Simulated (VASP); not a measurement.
Consider the following.

```
CELL_PARAMETERS angstrom
      0.00000     3.31124     3.31124
      3.31124     0.00000     3.31124
      3.31124     3.31124     0.00000
ATOMIC_POSITIONS crystal
  Sr 0.00000 0.00000 0.00000
  Te 0.50000 0.50000 0.50000
```

Computed with PBE GGA with D3 dispersion (Becke-Johnson damping), VASP's PBE PAW potentials (set 64) (plane waves; VASP). Run with 400 eV cut-off, Gaussian smearing of 0.050 eV, potentials Sr_sv Te.

Unless said otherwise, spin-orbit coupling is left out, though it shifts the bands of the heavy elements here.

Problem. Give the energies of bands 6 to 11 at the high-symmetry points, in eV from the valence-band maximum.

Solution. 
```json
[
 {"band": "6", "Γ": "0.00", "X": "-2.02", "U": "-1.82", "L": "-2.90", "W": "-1.61"},
 {"band": "7", "Γ": "0.00", "X": "-0.76", "U": "-1.79", "L": "-1.15", "W": "-1.61"},
 {"band": "8", "Γ": "0.00", "X": "-0.76", "U": "-0.98", "L": "-1.15", "W": "-1.56"},
 {"band": "9", "Γ": "2.93", "X": "1.65", "U": "2.77", "L": "3.89", "W": "3.93"},
 {"band": "10", "Γ": "3.25", "X": "3.96", "U": "4.99", "L": "5.20", "W": "3.93"},
 {"band": "11", "Γ": "3.25", "X": "4.84", "U": "5.56", "L": "5.37", "W": "4.51"}
]
```

The gap is indirect, 1.65 eV, from the valence maximum at Γ to the conduction minimum at X.

The structure comes from a measured SrTe entry (Fm-3m) of the Crystallography Open Database, whose conditions weren't checked. It was relaxed first, which changed the volume by +7 %.
